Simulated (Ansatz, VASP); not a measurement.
# Be2Sn: VASP beside Ansatz

One calculation is typed for both programs; each brings its own data sets and cutoff. How far apart do they land? The cell is generated by rule, not measured, and may not be a known phase. The cell is taken from a series of VASP runs on this material, whose earlier steps may have relaxed, scaled or displaced it; both programs get it as it stands.

Method: plane waves, with VASP 6.6.1 beside it; band structure at PBEsol, spin-orbit coupling, in Ansatz 0.2.0.

The structure was built from a prototype and need not be the compound's stable phase.

## 1. Starting point

It takes space group Fm-3m (No. 225, cubic). The conventional cell has a = 5.661 Å, b = 5.661 Å, c = 5.661 Å, α = 90.00°, β = 90.00°, γ = 90.00°. Nearest to Sn lie 8 Be at 2.45 Å. Nearest to Be lie 4 Sn at 2.45 Å. Farther neighbours are not listed.

Structure file:

```cif
data_structure
_symmetry_space_group_name_H-M 'P 1'
_symmetry_Int_Tables_number 1
_cell_length_a 4.0031
_cell_length_b 4.0031
_cell_length_c 4.0031
_cell_angle_alpha 60.000
_cell_angle_beta 60.000
_cell_angle_gamma 60.000
_cell_volume 45.36
loop_
_atom_site_label
_atom_site_type_symbol
_atom_site_fract_x
_atom_site_fract_y
_atom_site_fract_z
_atom_site_occupancy
Sn1 Sn 0.00000 0.00000 0.00000 1
Be2 Be 0.25000 0.25000 0.25000 1
Be3 Be 0.75000 0.75000 0.75000 1
```

## 2. VASP: band structure, PBEsol, spin-orbit coupling

A single point gives forces, pressure and levels at one fixed geometry, so differences don't come from the geometry; what else differs is listed under the comparison.

Lines of VASP's logs that name or quote its potential files are left out, and so is its time.

The input, INCAR:

```
SYSTEM = Be2Sn
PREC = Accurate
ENCUT = 400
EDIFF = 1E-06
NELM = 100
ISMEAR = 0
SIGMA = 0.02
LREAL = .FALSE.
ALGO = Normal
GGA = PS
LNONCOLLINEAR = .TRUE.
MAGMOM = 0 0 0 0 0 0 0 0 0
NBANDS = 30
GGA_COMPAT = .FALSE.
LASPH = .TRUE.
LSORBIT = .TRUE.
LORBIT = 11
LWAVE = .FALSE.
LCHARG = .FALSE.
KPAR = 4
ISIF = 2
```

The input, POSCAR:

```
Be2Sn
1.0
    0.0000000000      2.8306300000      2.8306300000
    2.8306300000      0.0000000000      2.8306300000
    2.8306300000      2.8306300000      0.0000000000
Sn Be
1 2
Direct
    0.0000000000      0.0000000000      0.0000000000
    0.2500000000      0.2500000000      0.2500000000
    0.7500000000      0.7500000000      0.7500000000
```

The input, KPOINTS:

```
Automatic mesh
0
Gamma
8 8 8
0 0 0
```

The input, KPOINTS_OPT:

```
Line mode
16
Line-mode
Reciprocal
  0.00000000   0.00000000   0.00000000 GAMMA
  0.50000000   0.00000000   0.50000000 X

  0.50000000   0.00000000   0.50000000 X
  0.50000000   0.25000000   0.75000000 W

  0.50000000   0.25000000   0.75000000 W
  0.37500000   0.37500000   0.75000000 K

  0.37500000   0.37500000   0.75000000 K
  0.00000000   0.00000000   0.00000000 GAMMA

  0.00000000   0.00000000   0.00000000 GAMMA
  0.50000000   0.50000000   0.50000000 L

  0.50000000   0.50000000   0.50000000 L
  0.62500000   0.25000000   0.62500000 U

  0.62500000   0.25000000   0.62500000 U
  0.50000000   0.25000000   0.75000000 W

  0.50000000   0.25000000   0.75000000 W
  0.50000000   0.50000000   0.50000000 L

  0.50000000   0.50000000   0.50000000 L
  0.37500000   0.37500000   0.75000000 K

  0.62500000   0.25000000   0.62500000 U
  0.50000000   0.00000000   0.50000000 X
```

Potentials, in the order of the species: Sn_d and Be (PBE family, release 64).

Run with:

```
> mpirun -np 4 vasp_ncl
```

Numbers of over 12 decimals in the logs are rounded to 6 here.

The log of the run:

```text
[banner, memory and clock lines left out]
running    4 mpi-ranks, on    1 nodes
 distrk:  each k-point on    1 cores,    4 groups
 distr:  one band on    1 cores,    1 groups

 POSCAR found type information on POSCAR SnBe
 POSCAR found :  2 types and       3 ions
|                                                                             |
|               ----> ADVICE to this user running VASP <----                  |
|                                                                             |
|     You enforced a specific xc type in the INCAR file but a different       |
|     [... a line on the potential file left out ...]
|     I HOPE YOU KNOW WHAT YOU ARE DOING!                                     |
|                                                                             |

 LDA part: xc-table for (Slater+PW92), standard interpolation
 POSCAR, INCAR and KPOINTS ok, starting setup
 FFT: planning ... GRIDC
 FFT: planning ... GRID_SOFT
 FFT: planning ... GRID
 WAVECAR not read
 entering main loop
       N       E                     dE             d eps       ncg     rms          rms(c)
DAV:   1     0.132396837046E+03    0.13240E+03   -0.72343E+03  1810   0.135E+03
DAV:   2     0.535347711169E+01   -0.12704E+03   -0.12189E+03  1764   0.379E+02
DAV:   3    -0.103118190873E+02   -0.15665E+02   -0.15448E+02  2114   0.121E+02
DAV:   4    -0.108628800686E+02   -0.55106E+00   -0.54959E+00  2124   0.249E+01
DAV:   5    -0.108802709763E+02   -0.17391E-01   -0.17387E-01  2460   0.429E+00    0.419E+00
DAV:   6    -0.107803476349E+02    0.99923E-01   -0.71995E-02  2422   0.448E+00    0.231E+00
DAV:   7    -0.107400121761E+02    0.40335E-01   -0.33805E-02  2454   0.272E+00    0.120E+00
DAV:   8    -0.107378506692E+02    0.21615E-02   -0.18892E-03  2026   0.375E-01    0.154E-01
DAV:   9    -0.107375781131E+02    0.27256E-03   -0.10914E-03  2352   0.469E-01    0.520E-02
DAV:  10    -0.107376342494E+02   -0.56136E-04   -0.73063E-05  2138   0.622E-02    0.526E-03
DAV:  11    -0.107376359643E+02   -0.17150E-05   -0.38954E-06  2242   0.206E-02    0.320E-03
DAV:  12    -0.107376361599E+02   -0.19557E-06   -0.78109E-07  1654   0.684E-03
   1 F= -.10737636E+02 E0= -.10737342E+02  d E =-.589230E-03  mag=    -0.0000    -0.0000     0.0000
 Start KPOINTS_OPT (optional k-point list driver)
k-point batch [1-29\160]
       N       E                     dE             ncg
DAV:   1     0.724963143651E+03   -0.10486E+05     1852
DAV:   2    -0.297163470421E+04   -0.36966E+04     1752
DAV:   3    -0.344554106930E+04   -0.47391E+03     2206
DAV:   4    -0.346271633759E+04   -0.17175E+02     2112
DAV:   5    -0.346327374638E+04   -0.55741E+00     2642
DAV:   6    -0.346328009650E+04   -0.63501E-02     2270
DAV:   7    -0.346328033590E+04   -0.23939E-03     2660
DAV:   8    -0.346328033841E+04   -0.25091E-05     1950
DAV:   9    -0.346328033853E+04   -0.12481E-06     1484
[...]
k-point batch [146-160\160]
       N       E                     dE             ncg
DAV:   1     0.755744164613E+04   -0.79642E+04      936
DAV:   2     0.559753197384E+04   -0.19599E+04      906
DAV:   3     0.535618274745E+04   -0.24135E+03     1118
DAV:   4     0.534775066215E+04   -0.84321E+01     1154
DAV:   5     0.534748249273E+04   -0.26817E+00     1386
DAV:   6     0.534748009761E+04   -0.23951E-02     1210
DAV:   7     0.534747995079E+04   -0.14682E-03     1402
DAV:   8     0.534747994972E+04   -0.10717E-05     1066
DAV:   9     0.534747994966E+04   -0.53586E-07      846
```

From OUTCAR (step 2):

```text
ion  position               nearest neighbor table
   1  0.000  0.000  0.000-   3 2.45   3 2.45   3 2.45   2 2.45   3 2.45   2 2.45   2 2.45   2 2.45

  LATTYP: Found a face centered cubic cell.
 ALAT       =     5.6612600000

 Subroutine GETGRP returns: Found 48 space group operations
 (whereof 48 operations were pure point group operations)

The static configuration has the point symmetry O_h .

 Found     29 irreducible k-points:

   k-points           NKPTS =     29   k-points in BZ     NKDIM =     29   number of bands    NBANDS=     30

   dimension x,y,z NGX =    28 NGY =   28 NGZ =   28
   dimension x,y,z NGXF=    56 NGYF=   56 NGZF=   56

   ENCUT  =  400.0 eV  29.40 Ry    5.42 a.u.   6.53  6.53  6.53*2*pi/ulx,y,z

   NELECT =      18.0000    total number of electrons

 k-points in reciprocal lattice and weights: Automatic mesh
   0.00000000  0.00000000  0.00000000       0.002
   0.12500000  0.00000000  0.00000000       0.016
   0.25000000  0.00000000  0.00000000       0.016
   0.37500000  0.00000000  0.00000000       0.016
   0.50000000  0.00000000  0.00000000       0.008
   0.12500000  0.12500000  0.00000000       0.012
   0.25000000  0.12500000  0.00000000       0.047
   0.37500000  0.12500000  0.00000000       0.047
   0.50000000  0.12500000  0.00000000       0.047
[...]
-0.37500000  0.50000000  0.12500000       0.023
  -0.25000000  0.50000000  0.25000000       0.012

 average (electrostatic) potential at core
       1 -99.3416       2 -33.6461       3 -33.6461

 E-fermi :   7.6418

 k-point     1 :       0.0000    0.0000    0.0000
  band No.  band energies     occupation
    ...
      8     -13.5881      1.00000
      9     -13.5881      1.00000
     10     -13.5881      1.00000
     11      -4.1855      1.00000
     12      -4.1855      1.00000
     13       8.2190      0.00000
     14       8.2190      0.00000
     15       8.3554      0.00000
     16       8.3554      0.00000
     17       8.3554      0.00000
    ...

 k-point     2 :       0.1250    0.0000    0.0000
  band No.  band energies     occupation
    ...
     14       6.0464      1.00000
     15       7.4376      1.00000
     16       7.4376      1.00000
     17       7.6293      0.81103
     18       7.6293      0.81102
     19       9.3501      0.00000
     20       9.3501      0.00000
     21       9.5631      0.00000
     22       9.5631      0.00000
     23       9.8164      0.00000
    ...

 k-point     3 :       0.2500    0.0000    0.0000
  band No.  band energies     occupation
    ...
     14       3.5903      1.00000
     15       6.6898      1.00000
     16       6.6898      1.00000
     17       6.9298      1.00000
     18       6.9298      1.00000
     19       9.6061      0.00000
     20       9.6061      0.00000
     21       9.6547      0.00000
     22       9.6547      0.00000
     23       9.8944      0.00000
    ...

  Total        1.2472538      1.2472538      1.2472538      0.0000000      0.0000000      0.0000000
  in kB       44.0540786     44.0540786     44.0540786      0.0000000      0.0000000      0.0000000
  external PRESSURE =      44.0540786 kB  Pullay stress =       0.0000000 kB

  energy-cutoff  :      400.00
  volume of cell :       45.36
      direct lattice vectors                 reciprocal lattice vectors
     0.000000000  2.830630000  2.830630000    -0.176639123  0.176639123  0.176639123
     2.830630000  0.000000000  2.830630000     0.176639123 -0.176639123  0.176639123
     2.830630000  2.830630000  0.000000000     0.176639123  0.176639123 -0.176639123

 POSITION                                       TOTAL-FORCE (eV/Angst)
 -----------------------------------------------------------------------------------
      0.00000      0.00000      0.00000        -0.000000      0.000000     -0.000000
      1.41532      1.41532      1.41532         0.000000      0.000000      0.000000
      4.24595      4.24595      4.24595        -0.000000     -0.000000     -0.000000
 -----------------------------------------------------------------------------------
    total drift:                               -0.000000      0.000000      0.000000

  FREE ENERGIE OF THE ION-ELECTRON SYSTEM (eV)
  ---------------------------------------------------
  free  energy   TOTEN  =       -10.7376361599 eV

  energy  without entropy=      -10.7370469303  energy(sigma->0) =      -10.73734155

 Spin-Orbit-Coupling matrix elements
 Ion:    1  E_soc:     -0.1132761
 Ion:    2  E_soc:     -0.0000063
 Ion:    3  E_soc:     -0.0000063

 total charge
# of ion       s       p       d       tot
------------------------------------------
    1        1.098   1.664   9.980  12.742
    2        0.370   0.562   0.000   0.932
    3        0.370   0.562   0.000   0.932
--------------------------------------------------
tot          1.838   2.787   9.980  14.605

 magnetization (x)
# of ion       s       p       d       tot
------------------------------------------
    1        0.000  -0.000   0.000   0.000
    2       -0.000   0.000   0.000  -0.000
    3       -0.000   0.000   0.000  -0.000
--------------------------------------------------
tot         -0.000  -0.000   0.000  -0.000

 magnetization (y)
# of ion       s       p       d       tot
------------------------------------------
    1        0.000  -0.000  -0.000  -0.000
    2        0.000   0.000   0.000   0.000
    3        0.000   0.000   0.000   0.000
--------------------------------------------------
tot          0.000  -0.000  -0.000  -0.000

 magnetization (z)
# of ion       s       p       d       tot
------------------------------------------
    1        0.000  -0.000  -0.000   0.000
    2       -0.000   0.000   0.000  -0.000
    3       -0.000   0.000   0.000  -0.000
--------------------------------------------------
tot         -0.000   0.000  -0.000  -0.000

[... 3 further parts left out ...]
```

The run ends at a pressure of 4.41 GPa.

(Continued in part 2 of 2.)

[Lines on the potential files, build, host, timing and source positions are cut from VASP's logs without a mark.]

[Logs are printed without paths, hosts, clocks, repeated set-up lines and the standing remarks that a program may print on its own settings, such as how far it seeks lower states.]

[Hosts, paths, dates, database ids (printed as entryN), source tags and the programs' standing remarks are cut or masked in the printed files.]
